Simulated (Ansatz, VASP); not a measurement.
Sr2Br3: VASP beside Ansatz

```
CELL_PARAMETERS angstrom
5.96525 0.00000 0.00000
0.00000 5.96525 0.00000
0.00000 0.00000 5.96525
ATOMIC_POSITIONS crystal
Sr 0.00000 0.00000 0.00000
Sr 0.50000 0.50000 0.50000
Br 0.00000 0.50000 0.50000
Br 0.50000 0.00000 0.50000
Br 0.50000 0.50000 0.00000
```

Alike in both runs: functional PBE; k mesh 6 × 6 × 6; occupations gaussian, width 0.1 eV; no spin polarisation.

Ansatz relaxed the structure, and its values are those at the end. VASP's run is a single point on that final structure, the one shown.

|  | VASP | Ansatz |
| --- | --- | --- |
| version | VASP 6.6.1 | Ansatz 0.2.0 |
| potentials or method | VASP PAW PBE potentials, release 64 (Sr_sv, Br) | scalar-relativistic, plane waves, PAW |
| plane-wave cutoff (eV) | 520 | 420 |
| valence electrons in the cell | 41 | 41 |

```csv
,VASP,Ansatz,Ansatz less VASP
gap on the k mesh at the Fermi level (eV),none,none,-
pressure (GPa),0.0,0.0,-0.07
```

A gap of «none» marks a metal or a gap that the smearing closes. The functional is the same, so the differences come from potentials, cutoffs and numerics.

Caveats: an odd number of electrons without spin polarisation forces a metal; a magnetic or distorted state may lie lower.
